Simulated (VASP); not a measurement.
Wanted: the native input for a VASP 6.6.1 run.

```yaml
Task: single point
Functional: LDA
Potentials_or_basis: VASP PAW LDA potentials, release 64 (Sb, Au)
Cutoff: 520 eV
k_mesh: 5 × 5 × 5
Occupations: methfessel-paxton, width 0.1 eV
Spin: no spin polarisation
Dipole_correction: no
Further_INCAR_settings: ALGO = Fast; EDIFF = 1e-07; NBANDS = 21
```

The structure of Sb3Au lies in POSCAR:

```
Sb3Au
1.0
   -2.9146917694      2.9146917694      2.9146917694
    2.9146917694     -2.9146917694      2.9146917694
    2.9146917694      2.9146917694     -2.9146917694
Sb Au
3 1
Direct
    0.0000000000      0.5000000000      0.5000000000
    0.5000000000      0.0000000000      0.5000000000
    0.5000000000      0.5000000000      0.0000000000
    0.0000000000      0.0000000000      0.0000000000
```

The input as run:

INCAR

```
PREC = Accurate
ENCUT = 520
EDIFF = 1E-7
ISMEAR = 1
SIGMA = 0.1
LREAL = False
LASPH = True
NELM = 100
ALGO = Fast
ISIF = 2
LWAVE = False
LCHARG = True
LELF = True
LVHAR = True
NBANDS = 21
```

KPOINTS

```
Automatic mesh
0
Gamma
  5 5 5
```

Potentials or basis: VASP PAW LDA potentials, release 64 (Sb, Au).

Run with:

```sh
$ cat potpaw_LDA.64/Sb/POTCAR potpaw_LDA.64/Au/POTCAR > POTCAR
$ mpirun -np 1 vasp_std > vasp.out
```

Results of the run:

The pressure is 0.3 GPa and the band gap on the k mesh is none (metal or under the smearing width).

Run time: 26 s on 1 thread of Intel(R) Xeon(R) Platinum 8488C (Sapphire Rapids), on a shared host, peak memory 0.19 GiB.
